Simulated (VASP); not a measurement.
VASP input:

POSCAR:
```
GaP
1.0
  3.1055745946   0.0000000000   0.0000000000
  0.0000000000   3.1055745946   0.0000000000
  0.0000000000   0.0000000000   3.1055745946
Ga P
1 1
Cartesian
  0.0000000000   0.0000000000   0.0000000000
  1.5527872973   1.5527872973   1.5527872973
```

**INCAR**
```
! general
SYSTEM   =  GaP
PREC     =  Accurate
ENCUT    =  500
LREAL    =  .FALSE.
LASPH    =  .TRUE.

! electronic loop
EDIFF    =  1E-6
NELM     =  100
ALGO     =  Normal
LMAXMIX  =  4

! smearing
ISMEAR   =  1
SIGMA    =  0.1

! functional
GGA      =  PS

! ions
IBRION   =  2
NSW      =  40
ISIF     =  3
EDIFFG   =  -0.02
PSTRESS  =  50

! output
LWAVE    =  .FALSE.
LCHARG   =  .FALSE.
```

File KPOINTS:
```
Automatic mesh
0
Gamma
12 12 12
0 0 0
```

POTCAR, in this order: Ga_d P (PBE.64 set). Program: vasp_std.

Task: Write an equivalent input for Quantum ESPRESSO's pw.x.

Result: One equivalent input (not run):
```
&CONTROL
  calculation = 'vc-relax'
  pseudo_dir = './pseudo'
  outdir = './out'
  tprnfor = .true.
  tstress = .true.
  nstep = 40
  forc_conv_thr = 0.00078
/
&SYSTEM
  ibrav = 0
  nat = 2
  ntyp = 2
  ecutwfc = 80
  occupations = 'smearing'
  smearing = 'methfessel-paxton'
  degauss = 0.00735
  input_dft = 'pbesol'
/
&ELECTRONS
  conv_thr = 7.3e-08
  electron_maxstep = 100
/
&IONS
/
&CELL
  press = 50
/
ATOMIC_SPECIES
  Ga 69.723 Ga.upf
  P 30.974 P.upf
CELL_PARAMETERS angstrom
     3.1055746    0.0000000   -0.0000000
     0.0000000    3.1055746    0.0000000
    -0.0000000    0.0000000    3.1055746
ATOMIC_POSITIONS crystal
  Ga   0.0000000  0.0000000  0.0000000
  P    0.5000000  0.5000000  0.5000000
K_POINTS automatic
  12 12 12 0 0 0
```
What does not carry over: the potentials are each code's own (VASP's PAW set, PseudoDojo norm-conserving files in pw.x), so ENCUT and ecutwfc are chosen apart and not converted; conv_thr bounds pw.x's estimated SCF error, while EDIFF bounds the energy change between steps; forc_conv_thr acts on force components and is met together with etot_conv_thr.

The structure was generated: GaP was put into the CsCl type type (Pm-3m), which need not be its known phase. This run relaxes it under an external pressure of 5 GPa. Symmetry was kept, so distortions that lower it aren't found.
